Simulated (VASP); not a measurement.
Runs of VASP 6.6.1 on Si3N4. It takes space group P6_3/m (No. 176, hexagonal). Conventional cell: a = 7.604 Å, b = 7.604 Å, c = 2.906 Å, α = 90.00°, β = 90.00°, γ = 120.00°. Si (site symmetry m) has 4 N at 1.73 to 1.74 Å as nearest neighbours. N (site symmetry m) has 3 Si at 1.74 Å as nearest neighbours. N (site symmetry -6) has 3 Si at 1.73 Å as nearest neighbours. 

| level | potentials or basis | gap on the mesh (eV) | pressure (GPa) | relaxed volume (Å³/atom) | largest force (eV/Å) |
| --- | --- | --- | --- | --- | --- |
| LDA | VASP PAW LDA potentials, release 64 (Si, N) | (b) | 0.0 | 10.27 | 0.01 |
| PBEsol | VASP PAW PBE potentials, release 64 (Si, N) | 4.21 | 0.0 | 10.47 | - |
| PBE+D3(BJ) | VASP PAW PBE potentials, release 64 (Si, N) | 4.34 | 0.0 | 10.44 | 0.01 |
| PBE | VASP PAW PBE potentials, release 64 (Si, N) | 4.28 | 0.0 | (a) | 0.01 |

Alike in all rows: task relaxation of cell and atoms; no spin polarisation; cell relaxed; k mesh 6 × 6 × 9; cutoff (eV) 600; smearing gaussian 0.03 eV.

Q: Fill in the values left out.

A: (a) 10.61; (b) 4.23.

Caveats: an odd mesh through Γ misses points on the zone boundary, where band edges often lie; the PAW data sets were made with another functional, which shifts forces and pressure a little (some runs).

Not every run made on this cell is shown here.
